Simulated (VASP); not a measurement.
Computed with PBE GGA, VASP's PBE PAW potentials (set 64) (plane waves; VASP).

VASP input:

### POSCAR
```
BAs
1
    0.0000000000     2.4096250000     2.4096250000
    2.4096250000     0.0000000000     2.4096250000
    2.4096250000     2.4096250000     0.0000000000
B As
1 1
Direct
  0.2500000000   0.2500000000   0.2500000000
  0.0000000000   0.0000000000   0.0000000000
```

KPOINTS:
```
Automatic mesh
0
Gamma
9 9 9
0 0 0
```

INCAR:
```
NSW  =  60
LMAXMIX  =  4   # l cut-off of mixed one-centre charges
ALGO  =  Normal   # blocked Davidson
NELM  =  100   # most electronic steps
ISMEAR  =  0   # Gaussian
LWAVE  =  .FALSE.
ENCUT  =  500   # plane-wave cut-off (eV)
IBRION  =  2   # conjugate gradients
LREAL  =  .FALSE.   # projection in real space or not
LCHARG  =  .FALSE.
GGA  =  PE
PREC  =  Accurate
ISIF  =  3
EDIFF  =  1E-6
SIGMA  =  0.05
SYSTEM  =  BAs
LASPH  =  .TRUE.
EDIFFG  =  -0.01
```

POTCAR, in this order: B As (PBE.64 set). Program: vasp_std.

Output of the run:

**OSZICAR**
```
       N       E                     dE             d eps       ncg     rms          rms(c)
DAV:   1     0.100606765973E+02    0.10061E+02   -0.38829E+03   560   0.847E+02
DAV:   2    -0.117139023651E+02   -0.21775E+02   -0.20282E+02   856   0.101E+02
DAV:   3    -0.120016835323E+02   -0.28778E+00   -0.28778E+00   640   0.139E+01
DAV:   4    -0.120021898398E+02   -0.50631E-03   -0.50631E-03   848   0.605E-01
DAV:   5    -0.120021899423E+02   -0.10257E-06   -0.10257E-06   640   0.695E-03    0.475E+00
DAV:   6    -0.114716335238E+02    0.53056E+00   -0.17472E+00   576   0.674E+00    0.236E+00
DAV:   7    -0.114188380465E+02    0.52795E-01   -0.18620E-01   792   0.262E+00    0.935E-01
DAV:   8    -0.114122882877E+02    0.65498E-02   -0.21253E-02   608   0.102E+00    0.113E-01
DAV:   9    -0.114126049409E+02   -0.31665E-03   -0.61538E-04   704   0.197E-01    0.635E-02
DAV:  10    -0.114127911826E+02   -0.18624E-03   -0.29816E-04   688   0.126E-01    0.160E-02
DAV:  11    -0.114127973119E+02   -0.61293E-05   -0.12385E-05   832   0.274E-02    0.131E-02
DAV:  12    -0.114127969834E+02    0.32850E-06   -0.24740E-06   576   0.111E-02
   1 F= -.11412797E+02 E0= -.11412797E+02  d E =-.114128E+02
       N       E                     dE             d eps       ncg     rms          rms(c)
DAV:   1    -0.114128904521E+02   -0.93140E-04   -0.24328E-03   648   0.374E-01    0.480E-02
DAV:   2    -0.114128344676E+02    0.55984E-04   -0.98268E-05   576   0.604E-02    0.234E-02
DAV:   3    -0.114128184728E+02    0.15995E-04   -0.37852E-05   640   0.345E-02    0.768E-03
DAV:   4    -0.114128176550E+02    0.81775E-06   -0.24707E-06   616   0.103E-02
   2 F= -.11412818E+02 E0= -.11412818E+02  d E =-.206716E-04
       N       E                     dE             d eps       ncg     rms          rms(c)
DAV:   1    -0.114128454131E+02   -0.26940E-04   -0.38675E-04   648   0.148E-01    0.201E-02
DAV:   2    -0.114128359705E+02    0.94426E-05   -0.15433E-05   576   0.241E-02    0.989E-03
DAV:   3    -0.114128325464E+02    0.34241E-05   -0.59692E-06   616   0.137E-02    0.274E-03
DAV:   4    -0.114128321307E+02    0.41574E-06   -0.37056E-07   288   0.404E-03
   3 F= -.11412832E+02 E0= -.11412832E+02  d E =-.351473E-04
```

File OUTCAR:
```
------------------------ aborting loop because EDIFF is reached ----------------------------------------
  FORCE on cell =-STRESS in cart. coord.  units (eV):
  Direction    XX          YY          ZZ          XY          YZ          ZX
  --------------------------------------------------------------------------------------
  Total        0.0018932      0.0018932      0.0018932      0.0000000      0.0000000      0.0000000
  in kB        0.1085885      0.1085885      0.1085885      0.0000000      0.0000000      0.0000000
  external PRESSURE =       0.1085885 kB  Pullay stress =       0.0000000 kB
  volume of cell :       27.93
      direct lattice vectors                 reciprocal lattice vectors
    -0.000000000  2.408225164  2.408225164    -0.207621782  0.207621782  0.207621782
     2.408225164 -0.000000000  2.408225164     0.207621782 -0.207621782  0.207621782
     2.408225164  2.408225164 -0.000000000     0.207621782  0.207621782 -0.207621782
  FREE ENERGIE OF THE ION-ELECTRON SYSTEM (eV)
  ---------------------------------------------------
  free  energy   TOTEN  =       -11.4128321307 eV

  energy  without entropy=      -11.4128321306  energy(sigma->0) =      -11.41283213

 reached required accuracy - stopping structural energy minimisation
```
(Selected blocks of OUTCAR.)

File CONTCAR:
```
BAs
   1.00000000000000
    -0.0000000000000000    2.4082251639090990    2.4082251639090990
     2.4082251639090990   -0.0000000000000000    2.4082251639090990
     2.4082251639090990    2.4082251639090990   -0.0000000000000000
  B               As
     1     1
Direct
     0.2500000000000000    0.2500000000000000    0.2500000000000000
     0.0000000000000000    0.0000000000000000    0.0000000000000000
```

The structure comes from a computed database's BAs entry (F-43m); how it stands against other phases isn't given here. This run relaxes it. Symmetry was kept, so distortions that lower it aren't found.
